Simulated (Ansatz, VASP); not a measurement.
**Cross-check of Al6Si between VASP and Ansatz**

Aim: how closely do two programs agree when they are given the same cell, functional and k mesh? The cell is generated by rule, not measured, and may not be a known phase. The cell is taken from a series of runs on this material, whose earlier steps may have relaxed, scaled, displaced or heated it; both programs get it as it stands.

Method: plane waves, with VASP 6.6.1 beside it; zone-centre phonons at PBEsol, in Ansatz 0.2.0.

The structure was built from a prototype and need not be the compound's stable phase.

### 1. The starting structure

It takes space group R-3 (No. 148, trigonal). Conventional cell: a = 7.454 Å, b = 7.454 Å, c = 6.885 Å, α = 90.00°, β = 90.00°, γ = 120.00°. Si has 12 Al at 2.81 Å nearest. Nearest to Al lie 10 Al at 2.79 to 2.83 Å and 2 Si at 2.81 Å. Farther neighbours are not listed.

### 2. VASP: zone-centre phonons, PBEsol

Second derivatives magnify differences that forces hide, and they need a tight electronic threshold.

Lines of VASP's logs that name or quote its potential files are left out, and so is its time.

File INCAR:

```
SYSTEM = Al6Si
PREC = Accurate
ENCUT = 500
EDIFF = 1E-08
NELM = 120
ISMEAR = 1
SIGMA = 0.15
LREAL = .FALSE.
ALGO = Normal
GGA = PS
NBANDS = 18
LORBIT = 11
LWAVE = .FALSE.
LCHARG = .FALSE.
ISIF = 2
IBRION = 8
LASPH = .TRUE.
GGA_COMPAT = .FALSE.
KPAR = 2
```

File POSCAR:

```
Al6Si
1.0
    3.7272384472      2.1519221209      2.2950787189
   -3.7272384472      2.1519221209      2.2950787189
    0.0000000000     -4.3038442417      2.2950787189
Si Al
1 6
Direct
    0.0000000000      0.0000000000      0.0000000000
    0.1415142355      0.5705219304      0.2836520451
    0.5705219304      0.2836520451      0.1415142355
    0.8584857645      0.4294780696      0.7163479549
    0.4294780696      0.7163479549      0.8584857645
    0.7163479549      0.8584857645      0.4294780696
    0.2836520451      0.1415142355      0.5705219304
```

File KPOINTS:

```
Automatic mesh
0
Gamma
6 6 6
0 0 0
```

PAW data sets: Si and Al (PBE family, release 64).

Started as:

```sh
$ mpirun -np 2 vasp_std
```

Numbers of over 12 decimals in the logs are rounded to 6 here.

Log:

```text
[banner, memory and clock lines left out]
running    2 mpi-ranks, on    1 nodes
 distrk:  each k-point on    1 cores,    2 groups
 distr:  one band on    1 cores,    1 groups

 POSCAR found type information on POSCAR SiAl
 POSCAR found :  2 types and       7 ions
|                                                                             |
|               ----> ADVICE to this user running VASP <----                  |
|                                                                             |
|     You enforced a specific xc type in the INCAR file but a different       |
|     [... a line on the potential file left out ...]
|     I HOPE YOU KNOW WHAT YOU ARE DOING!                                     |
|                                                                             |

 LDA part: xc-table for (Slater+PW92), standard interpolation
 POSCAR, INCAR and KPOINTS ok, starting setup
 FFT: planning ... GRIDC
 FFT: planning ... GRID_SOFT
 FFT: planning ... GRID
 WAVECAR not read
 entering main loop
       N       E                     dE             d eps       ncg     rms          rms(c)
DAV:   1     0.203783968699E+02    0.20378E+02   -0.79105E+03  1440   0.946E+02
DAV:   2    -0.283192128820E+02   -0.48698E+02   -0.47156E+02  1858   0.122E+02
DAV:   3    -0.301603406608E+02   -0.18411E+01   -0.17908E+01  1874   0.203E+01
DAV:   4    -0.301764538347E+02   -0.16113E-01   -0.16089E-01  1764   0.217E+00
DAV:   5    -0.301765936999E+02   -0.13987E-03   -0.13985E-03  1810   0.222E-01    0.446E+00
DAV:   6    -0.300508529043E+02    0.12574E+00   -0.19187E-02  1666   0.686E-01    0.251E+00
DAV:   7    -0.299696147296E+02    0.81238E-01   -0.41472E-02  1588   0.994E-01    0.361E-01
DAV:   8    -0.299688190127E+02    0.79572E-03   -0.11716E-03  1866   0.184E-01    0.413E-02
DAV:   9    -0.299687918546E+02    0.27158E-04   -0.86208E-05  1768   0.461E-02    0.295E-02
DAV:  10    -0.299687905446E+02    0.13100E-05   -0.78086E-06  1944   0.134E-02    0.103E-02
DAV:  11    -0.299687892214E+02    0.13233E-05   -0.72469E-07  1730   0.414E-03    0.195E-03
DAV:  12    -0.299687889758E+02    0.24557E-06   -0.44228E-08  1692   0.113E-03    0.511E-04
DAV:  13    -0.299687889577E+02    0.18145E-07   -0.73909E-09   910   0.417E-04    0.437E-04
DAV:  14    -0.299687889438E+02    0.13886E-07   -0.59965E-10   878   0.169E-04    0.224E-04
DAV:  15    -0.299687889540E+02   -0.10183E-07   -0.95139E-11   856   0.619E-05    0.498E-05
DAV:  16    -0.299687889511E+02    0.28296E-08   -0.15862E-11   842   0.272E-05
   1 F= -.29968789E+02 E0= -.29967617E+02  d E =-.351484E-02
 Linear response reoptimize wavefunctions to high precision
DAV:   1    -0.299687889503E+02    0.85481E-09   -0.37764E-12   888   0.125E-05
DAV:   2    -0.299687889503E+02    0.17167E-10   -0.86005E-13   832   0.643E-06
 Linear response DOF=           5
 Linear response progress:
  Degree of freedom:   1/  5
       N       E                     dE             d eps       ncg     rms          rms(c)
RMM:   1    -0.232996208913E-01   -0.23300E-01    0.59736E-02 10393   0.839E-01
RMM:   2    -0.206555980779E-01    0.26440E-02   -0.10689E-03  6289   0.182E-01    0.548E-02
RMM:   3    -0.206860356239E-01   -0.30438E-04   -0.26530E-04  6488   0.530E-02    0.273E-02
RMM:   4    -0.207593323957E-01   -0.73297E-04   -0.71453E-05  6637   0.270E-02    0.100E-02
RMM:   5    -0.207590739568E-01    0.25844E-06   -0.34648E-06  6718   0.762E-03    0.186E-03
RMM:   6    -0.207638779864E-01   -0.48040E-05   -0.48050E-07  6746   0.227E-03    0.802E-04
RMM:   7    -0.207598908624E-01    0.39871E-05   -0.18403E-07  6897   0.105E-03    0.318E-04
RMM:   8    -0.207611515574E-01   -0.12607E-05   -0.15231E-07  7069   0.285E-04    0.365E-05
RMM:   9    -0.207614710234E-01   -0.31947E-06    0.45504E-08  7083   0.115E-04    0.216E-05
RMM:  10    -0.207613742155E-01    0.96808E-07    0.32635E-08  7184   0.547E-05    0.327E-06
RMM:  11    -0.207613772665E-01   -0.30510E-08    0.12149E-09  7347   0.285E-05    0.196E-06
 first order change of Fermi-energy  -0.14925E-04
 force on displaced ion       1 direction 1 :  -3.229  -0.000   0.000
 Linear response progress:
  Degree of freedom:   2/  5
       N       E                     dE             d eps       ncg     rms          rms(c)
RMM:   1    -0.235730648885E-01   -0.23573E-01    0.64663E-02  3656   0.843E-01
RMM:   2    -0.209632318814E-01    0.26098E-02   -0.11104E-03  2246   0.183E-01    0.529E-02
RMM:   3    -0.209960412844E-01   -0.32809E-04   -0.26061E-04  2316   0.516E-02    0.267E-02
RMM:   4    -0.210586500816E-01   -0.62609E-04   -0.53590E-05  2387   0.230E-02    0.106E-02
RMM:   5    -0.210659576968E-01   -0.73076E-05   -0.42563E-06  2397   0.826E-03    0.156E-03
RMM:   6    -0.210703906506E-01   -0.44330E-05   -0.84963E-07  2385   0.278E-03    0.874E-04
RMM:   7    -0.210657743560E-01    0.46163E-05   -0.99189E-08  2450   0.115E-03    0.291E-04
RMM:   8    -0.210658952144E-01   -0.12086E-06    0.92998E-10  2555   0.211E-04    0.941E-05
RMM:   9    -0.210664262315E-01   -0.53102E-06   -0.87312E-09  2437   0.169E-04    0.110E-05
RMM:  10    -0.210664044504E-01    0.21781E-07    0.62923E-08  2627   0.469E-05    0.364E-06
RMM:  11    -0.210663807207E-01    0.23730E-07    0.79549E-09  2581   0.253E-05    0.131E-06
RMM:  12    -0.210663808467E-01   -0.12598E-09   -0.20657E-09  2472   0.196E-05    0.395E-07
 first order change of Fermi-energy   0.65351E-04
 force on displaced ion       1 direction 3 :  -0.000  -0.000  -3.824
 Linear response progress:
  Degree of freedom:   3/  5
       N       E                     dE             d eps       ncg     rms          rms(c)
RMM:   1    -0.957245624463E-02   -0.95725E-02    0.23958E-02 10709   0.550E-01
RMM:   2    -0.834577907311E-02    0.12267E-02   -0.43364E-04  6282   0.125E-01    0.502E-02
RMM:   3    -0.829269436511E-02    0.53085E-04   -0.28849E-04  6369   0.540E-02    0.226E-02
RMM:   4    -0.834132203365E-02   -0.48628E-04   -0.59018E-05  6569   0.253E-02    0.863E-03
RMM:   5    -0.834952637793E-02   -0.82043E-05   -0.24259E-06  6711   0.631E-03    0.258E-03
RMM:   6    -0.835360806555E-02   -0.40817E-05   -0.30429E-07  6787   0.181E-03    0.474E-04
RMM:   7    -0.835158871248E-02    0.20194E-05   -0.46278E-08  6921   0.714E-04    0.128E-04
RMM:   8    -0.835195611925E-02   -0.36741E-06    0.27949E-08  7086   0.188E-04    0.283E-05
RMM:   9    -0.835194595891E-02    0.10160E-07    0.70840E-09  7160   0.466E-05    0.139E-05
RMM:  10    -0.835192847157E-02    0.17487E-07    0.94848E-09  7283   0.253E-05    0.428E-06
RMM:  11    -0.835194921949E-02   -0.20748E-07    0.25673E-09  7146   0.172E-05    0.817E-07
RMM:  12    -0.835194872325E-02    0.49624E-09    0.21344E-09  6942   0.115E-05    0.338E-07
 first order change of Fermi-energy   0.65540E-01
 force on displaced ion       2 direction 1 :  -5.017  -0.419  -0.225
 Linear response progress:
  Degree of freedom:   4/  5
       N       E                     dE             d eps       ncg     rms          rms(c)
RMM:   1    -0.966418662663E-02   -0.96642E-02    0.21172E-02 10755   0.537E-01
RMM:   2    -0.838468032745E-02    0.12795E-02   -0.43693E-04  6291   0.122E-01    0.512E-02
RMM:   3    -0.833413315576E-02    0.50547E-04   -0.29822E-04  6354   0.549E-02    0.229E-02
RMM:   4    -0.838861820944E-02   -0.54485E-04   -0.60477E-05  6568   0.255E-02    0.877E-03
RMM:   5    -0.839831581911E-02   -0.96976E-05   -0.21214E-06  6722   0.632E-03    0.270E-03
RMM:   6    -0.840260896280E-02   -0.42931E-05   -0.12771E-07  6785   0.183E-03    0.457E-04
RMM:   7    -0.840051397942E-02    0.20950E-05   -0.24895E-08  6925   0.708E-04    0.129E-04
RMM:   8    -0.840097122553E-02   -0.45725E-06   -0.86369E-08  7096   0.191E-04    0.320E-05
RMM:   9    -0.840095025897E-02    0.20967E-07   -0.15016E-08  7141   0.475E-05    0.133E-05
RMM:  10    -0.840092434728E-02    0.25912E-07   -0.18786E-08  7313   0.254E-05    0.484E-06
RMM:  11    -0.840094737981E-02   -0.23033E-07   -0.11226E-08  7120   0.167E-05    0.721E-07
RMM:  12    -0.840094652522E-02    0.85460E-09   -0.68873E-09  6915   0.111E-05    0.418E-07
 first order change of Fermi-energy  -0.24408E-01
 force on displaced ion       2 direction 2 :  -0.425  -5.065   0.078
 Linear response progress:
  Degree of freedom:   5/  5
       N       E                     dE             d eps       ncg     rms          rms(c)
RMM:   1    -0.988990312325E-02   -0.98899E-02    0.25412E-02 10739   0.554E-01
RMM:   2    -0.859290549173E-02    0.12970E-02   -0.45312E-04  6287   0.127E-01    0.513E-02
RMM:   3    -0.852801050932E-02    0.64895E-04   -0.36579E-04  6310   0.586E-02    0.225E-02
RMM:   4    -0.857376144169E-02   -0.45751E-04   -0.44680E-05  6613   0.220E-02    0.990E-03
RMM:   5    -0.858833212046E-02   -0.14571E-04   -0.34582E-06  6677   0.741E-03    0.221E-03
RMM:   6    -0.859320677515E-02   -0.48747E-05   -0.32511E-07  6807   0.203E-03    0.614E-04
RMM:   7    -0.859056445629E-02    0.26423E-05   -0.63943E-08  6895   0.859E-04    0.102E-04
RMM:   8    -0.859103376458E-02   -0.46931E-06    0.10624E-08  7113   0.180E-04    0.320E-05
RMM:   9    -0.859107171987E-02   -0.37955E-07    0.81636E-09  7390   0.462E-05    0.165E-05
RMM:  10    -0.859104113813E-02    0.30582E-07    0.96271E-09  7224   0.270E-05    0.519E-06
RMM:  11    -0.859105127837E-02   -0.10140E-07    0.64355E-09  7212   0.153E-05    0.923E-07
RMM:  12    -0.859105047106E-02    0.80731E-09    0.49889E-09  6323   0.121E-05    0.342E-07
 first order change of Fermi-energy   0.68982E-01
 force on displaced ion       2 direction 3 :  -0.224   0.076  -5.253
 Linear response finished
```

(Part 1 of 2 ends here.)

[Lines on the potential files, build, host, timing and source positions are cut from VASP's logs without a mark.]

[Logs are printed without paths, hosts, clocks, repeated set-up lines and the standing remarks that a program may print on its own settings, such as how far it seeks lower states.]

[Hosts, paths, dates, database ids (printed as entryN), source tags and the programs' standing remarks are cut or masked in the printed files.]
